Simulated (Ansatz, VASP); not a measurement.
One calculation of BiN, two programs

```xyz
2
Lattice="3.4615 0.0000 0.0000 -1.7307 2.9977 0.0000 0.0000 0.0000 3.2516" Properties=species:S:1:pos:R:3 pbc="T T T"
Bi    0.0000    0.0000    0.0000
N     1.7307    0.9992    1.6258
```

Alike in both runs: functional PBE; k mesh 12 × 12 × 10; occupations gaussian, width 0.05 eV; no spin polarisation.

Ansatz relaxed the structure, and its values are those at the end. VASP's run is a single point on that final structure, the one shown.

```csv
,VASP,Ansatz
version,VASP 6.6.1,Ansatz 0.2.0
potentials or method,"VASP PAW PBE potentials, release 64 (Bi_d, N)","scalar-relativistic, plane waves, PAW"
plane-wave cutoff (eV),520,420
valence electrons in the cell,20,20
```

|  | VASP | Ansatz | Ansatz less VASP |
| --- | --- | --- | --- |
| gap on the k mesh at the Fermi level (eV) | none | none | - |
| pressure (GPa) | 2.3 | 2.3 | 0.00 |

A gap of «none» marks a metal or a gap that the smearing closes. The functional is the same, so the differences come from potentials, cutoffs and numerics.

Caveats: spin-orbit coupling is left out, which moves the levels of the heavy elements.
